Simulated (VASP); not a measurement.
Output of a VASP run:

OUTCAR:
```
 ion  position               nearest neighbor table
   1  0.000  0.000  0.000-   2 1.59   2 1.59   2 1.59   2 1.59
   2  0.750  0.750  0.750-   1 1.59   1 1.59   1 1.59   1 1.59
  LATTYP: Found a face centered cubic cell.
 ALAT       =     3.6789400000
 Subroutine PRICEL returns:
 Original cell was already a primitive cell.
 Subroutine GETGRP returns: Found 24 space group operations
The static configuration has the point symmetry T_d .
The dynamic configuration has the point symmetry T_d .
 Subroutine INISYM returns: Found 24 space group operations
 Subroutine IBZKPT returns following result:
 Found     47 irreducible k-points:

 Following reciprocal coordinates:
            Coordinates               Weight
  0.000000  0.000000  0.000000      1.000000
  0.100000  0.000000  0.000000      8.000000
  0.200000  0.000000  0.000000      8.000000
  0.300000  0.000000  0.000000      8.000000
  0.400000  0.000000  0.000000      8.000000
  0.500000  0.000000  0.000000      4.000000
  0.100000  0.100000  0.000000      6.000000
  0.200000  0.100000  0.000000     24.000000
  0.300000  0.100000  0.000000     24.000000
  0.400000  0.100000  0.000000     24.000000
  0.500000  0.100000  0.000000     24.000000
 -0.400000  0.100000  0.000000     24.000000
 -0.300000  0.100000  0.000000     24.000000
 -0.200000  0.100000  0.000000     24.000000
 -0.100000  0.100000  0.000000     12.000000
  0.200000  0.200000  0.000000      6.000000
  0.300000  0.200000  0.000000     24.000000
  0.400000  0.200000  0.000000     24.000000
  0.500000  0.200000  0.000000     24.000000
 -0.400000  0.200000  0.000000     24.000000
 -0.300000  0.200000  0.000000     24.000000
 -0.200000  0.200000  0.000000     12.000000
  0.300000  0.300000  0.000000      6.000000
  0.400000  0.300000  0.000000     24.000000
  0.500000  0.300000  0.000000     24.000000
 -0.400000  0.300000  0.000000     24.000000
 -0.300000  0.300000  0.000000     12.000000
  0.400000  0.400000  0.000000      6.000000
  0.500000  0.400000  0.000000     24.000000
 -0.400000  0.400000  0.000000     12.000000
  0.500000  0.500000  0.000000      3.000000
  0.300000  0.200000  0.100000     24.000000
  0.400000  0.200000  0.100000     48.000000
  0.500000  0.200000  0.100000     48.000000
 -0.400000  0.200000  0.100000     24.000000
  0.400000  0.300000  0.100000     24.000000
  0.500000  0.300000  0.100000     48.000000
 -0.400000  0.300000  0.100000     48.000000
 -0.300000  0.300000  0.100000     48.000000
 -0.200000  0.300000  0.100000     24.000000
   k-points           NKPTS =     47   k-points in BZ     NKDIM =     47   number of bands    NBANDS=      8
   number of dos      NEDOS =    301   number of ions     NIONS =      2
   total plane-waves  NPLWV =   5832
   dimension x,y,z NGX =    18 NGY =   18 NGZ =   18
   dimension x,y,z NGXF=    36 NGYF=   36 NGZF=   36
   ions per type =               1   1
   PREC   = accura    normal or accurate (medium, high low for compatibility)
   ISTART =      0    job   : 0-new  1-cont  2-samecut
   ICHARG =      2    charge: 1-file 2-atom 10-const
   ISPIN  =      1    spin polarized calculation?
   LNONCOLLINEAR =      F non collinear calculations
   LSORBIT =      F    spin-orbit coupling
   INIWAV =      1    electr: 0-lowe 1-rand  2-diag
   ENCUT  =  400.0 eV  29.40 Ry    5.42 a.u.   4.24  4.24  4.24*2*pi/ulx,y,z
   NELM   =    100;   NELMIN=  2; NELMDL= -5     # of ELM steps
   EDIFF  = 0.1E-05   stopping-criterion for ELM
   LREAL  =      F    real-space projection
   NLSPLINE    = F    spline interpolate recip. space projectors
   LMAXMIX     =    2 max onsite mixed and CHGCAR
   VOSKOWN=      0    Vosko Wilk Nusair interpolation
   EDIFFG = 0.1E-04   stopping-criterion for IOM
   NSW    =      0    number of steps for IOM
   NBLOCK =      1;   KBLOCK =      1    inner block; outer block
   IBRION =     -1    ionic relax: 0-MD 1-quasi-New 2-CG
...
```

OSZICAR:
```
       N       E                     dE             d eps       ncg     rms          rms(c)
DAV:   1     0.155242137674E+01    0.15524E+01   -0.46369E+03   792   0.804E+02
DAV:   2    -0.174932862002E+02   -0.19046E+02   -0.19046E+02  1088   0.130E+02
DAV:   3    -0.175935548054E+02   -0.10027E+00   -0.10027E+00   864   0.123E+01
DAV:   4    -0.175936183432E+02   -0.63538E-04   -0.63538E-04  1024   0.286E-01
DAV:   5    -0.175936183587E+02   -0.15421E-07   -0.15421E-07   824   0.345E-03    0.645E+00
DAV:   6    -0.168110383872E+02    0.78258E+00   -0.33577E+00   832   0.126E+01    0.324E+00
DAV:   7    -0.167646154795E+02    0.46423E-01   -0.69038E-02   992   0.262E+00    0.193E+00
DAV:   8    -0.167575969086E+02    0.70186E-02   -0.35236E-02   784   0.178E+00    0.141E-01
DAV:   9    -0.167578600451E+02   -0.26314E-03   -0.77200E-04   752   0.253E-01    0.695E-02
DAV:  10    -0.167580243403E+02   -0.16430E-03   -0.23440E-04  1032   0.149E-01    0.156E-02
DAV:  11    -0.167580348148E+02   -0.10475E-04   -0.20092E-05   920   0.429E-02    0.101E-02
DAV:  12    -0.167580349980E+02   -0.18315E-06   -0.24015E-06   560   0.117E-02
   1 F= -.17566182E+02 E0= -.17566182E+02  d E =-.133250E-66
```

**OUTCAR**
```
------------------------ aborting loop because EDIFF is reached ----------------------------------------
  Edisp (eV):   -0.80815
  FORCE on cell =-STRESS in cart. coord.  units (eV):
  Direction    XX          YY          ZZ          XY          YZ          ZX
  --------------------------------------------------------------------------------------
  Total      -1.80800    -1.80800    -1.80800    -0.00000     0.00000     0.00000
  in kB    -232.70224  -232.70224  -232.70224    -0.00000     0.00000     0.00000
  external pressure =     -232.70 kB  Pullay stress =        0.00 kB
  volume of cell :       12.45
      direct lattice vectors                 reciprocal lattice vectors
     0.000000000  1.839470000  1.839470000    -0.271817426  0.271817426  0.271817426
     1.839470000  0.000000000  1.839470000     0.271817426 -0.271817426  0.271817426
     1.839470000  1.839470000  0.000000000     0.271817426  0.271817426 -0.271817426
  FREE ENERGIE OF THE ION-ELECTRON SYSTEM (eV)
  ---------------------------------------------------
  free  energy   TOTEN  =       -17.5661819773 eV

  energy  without entropy=      -17.5661819773  energy(sigma->0) =      -17.56618198
```
(Selected blocks of OUTCAR.)

**POSCAR**
```
BN
1
    0.0000000000     1.8394700000     1.8394700000
    1.8394700000     0.0000000000     1.8394700000
    1.8394700000     1.8394700000     0.0000000000
B N
1 1
Direct
  0.0000000000   0.0000000000   0.0000000000
  0.7500000000   0.7500000000   0.7500000000
```

Task: Reconstruct the remaining input files.

Result: This is not unique; one that fits is the input of the run itself, revPBE GGA with D2 dispersion, plane waves, VASP's PBE PAW potentials (set 64).

**KPOINTS**
```
Automatic
0
G
  10 10 10
0 0 0
```

INCAR:
```
ALGO = Normal
EDIFF = 1E-6
ENCUT = 400
GGA = RE
ISIF = 2
ISMEAR = 0
IVDW = 10
LASPH = T
LCHARG = F
LREAL = F
LWAVE = F
NELM = 100
PREC = Accurate
SIGMA = 0.01
SYSTEM = BN
```

POTCAR, in this order: B N (PBE.64 set). Program: vasp_std.

At this cut-off the stress carries a Pulay error, which pulls relaxed volumes low.

The structure comes from a computed database's BN entry; how it stands against other phases isn't given here. The cell was not relaxed at this level. The run is one of a series of settings (GGA = RE, IVDW = 10 against the base run), some of them coarse on purpose.
